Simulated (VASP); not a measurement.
# Transverse strain, stress and strain energy of zinc-blende ZnSe under uniaxial [001] strain from −2 % to +2 % (LDA)

We calculate the response of ZnSe to a strain imposed along [001] while the stress across that axis is held at zero. Strains are measured from the LDA-relaxed cubic crystal, stress is positive in tension, and energy is counted per atom above the relaxed crystal. The question is which elastic moduli follow and how far a linear description holds. These moduli help set the strain, bending and misfit stress of ZnSe layers and optical parts under load. Symmetry fixes both atoms on their sites in the strained tetragonal cell, so the response is that of the cell shape alone, without internal displacement.

## Method

The start is a typed prototype cell. The crystal was relaxed with LDA. Strain is imposed along [001]; the strain across the axis is adjusted until the stress across it vanishes, and the atoms are relaxed with LDA. VASP 6.6.1, plane waves with PAW, cutoff 450 eV, no spin polarisation, no spin-orbit coupling, k mesh 9×9×9, static lattice.

Notes on method and selection:

- Runs that did not converge, have known faults or may not be shown are not listed, and runs on Ansatz's PAW sets soft_1 and soft_2 are kept to separate tables.

Columns:

- strain (%): strain along the axis (tension positive).
- gap (eV): band gap on the k mesh at LDA.
- transverse strain (%): strain across the axis.
- stress (GPa): stress along the axis, tension positive.
- strain energy (meV/atom): energy per atom above the relaxed crystal.

Input lines of one member:

```
PREC = Accurate
ENCUT = 450
EDIFF = 1E-07
NELM = 120
ISMEAR = 0
SIGMA = 0.02
LREAL = .FALSE.
ALGO = Normal
GGA = CA
NBANDS = 15
LASPH = .TRUE.
LORBIT = 11
KPAR = 3
IBRION = 1
NSW = 25
```

Command (options for logging and memory left out): `mpirun -np 3 vasp_std`

## Numbers

```
member  strain (%)  gap (eV)  transverse strain (%)  stress (GPa)  strain energy (meV/atom)
−2 %    −2.0        1.224     0.773                  −1.009        1.478
−1.5 %  −1.5        1.236     0.577                  −0.767        0.852
−1 %    −1.0        1.248     0.384                  −0.516        0.404
−0.5 %  −0.5        ?         ?                      ?             ?
0 %     0.0         1.274     0.000                  −0.004        0.016
+0.5 %  0.5         1.259     −0.185                 0.266         0.086
+1 %    1.0         1.244     −0.371                 0.539         0.342
+1.5 %  1.5         1.229     −0.555                 0.818         0.784
+2 %    2.0         1.213     −0.737                 1.103         1.408
```

Cells marked ? are withheld until the estimate has been made.

Least-squares fits to the members shown, with x = strain (%); R² and errors in the fitted variable (y, or ln y where the fit is in ln y):

```
y                      members  fit                      R²    rms residual  leave-one-out rms  the same for the mean of the others
transverse strain (%)  8        y = 0.009352 − 0.3776 x  1.00  0.0060        0.0087             0.59
stress (GPa)           8        y = 0.02079 + 0.5274 x   1.00  0.018         0.026              0.82
```

## Mechanism

The crystal narrows when pulled and widens when pressed. Taking the ±2 % members together, Poisson's ratio is ν = (0.773 + 0.737) / 4.0 = 0.378. If the bonds kept their length and only turned, ν would be 0.5. The lower value means that the bonds mostly turn but also stretch, since bending bond angles costs less than changing bond lengths.

The same pair gives Young's modulus along [001], E = (1.103 + 1.009) / 0.040 = 52.8 GPa. For a cubic crystal C₁₁ − C₁₂ = E / (1 + ν) = 52.8 / (1 + 0.378) = 38.3 GPa, and the bulk modulus is E / [3(1 − 2ν)] = 52.8 / (3 × 0.244) = 72 GPa. Together they give C₁₁ ≈ 98 GPa and C₁₂ ≈ 59 GPa; C₄₄ does not enter this deformation. These are static LDA values, and LDA usually makes such crystals somewhat too stiff.

Stress divided by strain is 1.009 / 2.0 = 0.5045 GPa per % at −2 % and 1.103 / 2.0 = 0.5515 GPa per % at +2 %, about 4.5 % either side of the mean modulus. At ±1 % the departure is about 2 %. Linear elasticity is therefore good to a few per cent over this range. The stiffening in tension has the sign expected when bonds turn towards the loaded axis and the cross-section shrinks.

The strain energy is nearly parabolic, but compression costs more than tension, by 0.404 − 0.342 = 0.062 meV/atom at 1 % and 1.478 − 1.408 = 0.070 meV/atom at 2 %. A cubic elastic term would grow eightfold between these strains, and the stresses call for the opposite sign. A change in the plane-wave set with cell volume at fixed cutoff is the likelier cause: tension enlarges the cell, which then holds more plane waves, and this lowers the energy. The 0.016 meV/atom left at zero strain is probably of similar numerical origin, so we take the moduli from the stresses.

## A prediction

Plain estimates from the members shown:

- −0.5 %, fit at x = −0.5: 0.198 %
- −0.5 %, straight-line interpolation between −1 % and 0 %: w = (−0.5 − (−1.0)) / (0.0 − (−1.0)) = 0.500, so 0.384 + 0.500 × (0.000 − 0.384) = 0.192 %

The straight-line fit gives 0.198 %, but it ignores the slight curvature of the data: the transverse strain per unit strain is larger in compression than in tension. Its residuals are systematic, and at −1 % it already lies above the calculated value.

We use the pairing of opposite strains instead. In the difference between the members at −x and +x every even term cancels, leaving 2νx if cubic terms are small. The three complete pairs give ν = (0.384 + 0.371) / 2.0 = 0.3775, (0.577 + 0.555) / 3.0 = 0.3773 and (0.773 + 0.737) / 4.0 = 0.3775, with mean (0.3775 + 0.3773 + 0.3775) / 3 = 0.3774. With the member at +0.5 % this yields 0.3774 × 1.0 − 0.185 = 0.192 %.

Tried on the −1 % member, with ν from the two wider pairs, the route gives 0.3774 × 2.0 − 0.371 = 0.384 %, as calculated. Interpolation between −1 % and 0 % also gives 0.192 %, though the only member it shares with the pairing is −1 %, which enters there through the mean ν.

The pairs agree to within the printed rounding, which would suggest a very small error. The zero-strain member, however, lies about 0.003 % below a parabola through the ±1 % and ±2 % members, so single members can be off by that much. One such departure among eight members corresponds to an rms of 0.003 / √8 = 0.001 %, which we take as the error.

**Committed estimate, −0.5 %: transverse strain = 0.192 ± 0.001 %.**

## How the estimate fared

```
member  strain (%)  gap (eV)  transverse strain (%)  stress (GPa)  strain energy (meV/atom)
−0.5 %  −0.5        1.261     0.192                  −0.262        0.119
```

```
member  estimate       transverse strain (%)  computed  estimate − computed  miss in error bars
−0.5 %  committed      0.192                  0.192     0.000                0.0
−0.5 %  fit            0.198                  0.192     +0.006
−0.5 %  interpolation  0.192                  0.192     0.000
```

The estimate of 0.192 % agrees with the computed value to the printed digit, well inside its error bar of 0.001 %. Interpolation did equally well, and the straight-line fit was 0.006 % too high.

The pairing of opposite strains held. The new pair gives ν = (0.192 + 0.185) / 1.0 = 0.377, the same as the wider pairs within the printed rounding, so the odd part of the response is linear over the whole range. Interpolation succeeded because two errors of about 0.001 % cancel: the chord lies above a curve that bends upwards, while its end at zero strain is slightly low.

Our reasoning for the error bar was wrong. We treated the low zero-strain member as a sample of random scatter, but its departure is systematic and has an identifiable cause in the residual stress.

The new energies also bear on the asymmetry between compression and tension. It is 0.119 − 0.086 = 0.033 meV/atom at 0.5 % and 0.062 meV/atom at 1 %, nearly proportional to strain. This supports a change of the plane-wave set with cell size as the main cause at small strain. Above 1 % the asymmetry levels off, as expected when the cubic elastic term, which has the opposite sign, offsets part of it.

## Where the trend breaks

Least-squares fits to the whole series, with x = strain (%); R² and errors in the fitted variable (y, or ln y where the fit is in ln y):

```
y                      members  fit                      R²    rms residual  leave-one-out rms  the same for the mean of the others
transverse strain (%)  9        y = 0.008667 − 0.3774 x  1.00  0.0060        0.0085             0.55
stress (GPa)           9        y = 0.01867 + 0.5280 x   1.00  0.018         0.025              0.77
```

Largest departures from the fit to the whole series:

```
member  transverse strain (%)  fit     computed − fit  in rms residuals
−2 %    0.773                  0.763   +0.010          1.6
+2 %    −0.737                 −0.746  +0.009          1.5
0 %     0.000                  0.009   −0.009          1.4
−0.5 %  0.192                  0.197   −0.005          0.9
```

The largest departures from the line are +0.010 % at −2 %, +0.009 % at +2 % and −0.009 % at zero strain. Positive ends and a negative middle are the mark of curvature, not of faulty members.

Half the sum of the ±2 % values is (0.773 − 0.737) / 2 = 0.018 %. Much of this is geometric, because strain is referred to the original length. A Poisson's ratio that stayed constant for logarithmic strain would give ν(1 + ν)x²/2 = 0.378 × (1 + 0.378) × 0.02² / 2 = 0.00010, or 0.010 %. Most of the rest is attributable to nonlinear elasticity.

The zero-strain member has a further small offset. Its transverse strain is zero by definition, and a compressive stress of 0.004 GPa remains in the cubic cell. Releasing that stress across the axis alone would widen the cell by 0.004 / (C₁₁ + C₁₂) = 0.004 / (98 + 59) = 0.000025, or 0.0025 %. This accounts in sign and size for the 0.003 % by which the member lies below the parabola.

## Conclusions and limits

Between −2 % and +2 %, Poisson's ratio from opposite strains is constant at 0.377 to 0.378, and Young's modulus along [001] is close to 53 GPa. A missing member inside this range can be estimated to about 0.001 % from its partner of opposite strain, against 0.006 % for the straight line.

In practical units, a tensile stress of 100 MPa along [001] stretches the crystal by 0.1 / 52.8 = 0.0019, or 0.19 %, and narrows it by 0.378 × 0.19 = 0.07 %. Linear elasticity is adequate for such loads; at 2 % strain the stress departs from it by about 4.5 %.

The moduli are those of a static lattice. Warming to room temperature usually softens such a crystal by a few per cent, roughly as much as the nonlinearity found here, and the LDA error can be of similar size or larger.

[Logs are printed without paths, hosts, clocks, repeated set-up lines and the standing remarks that a program may print on its own settings, such as how far it seeks lower states.]
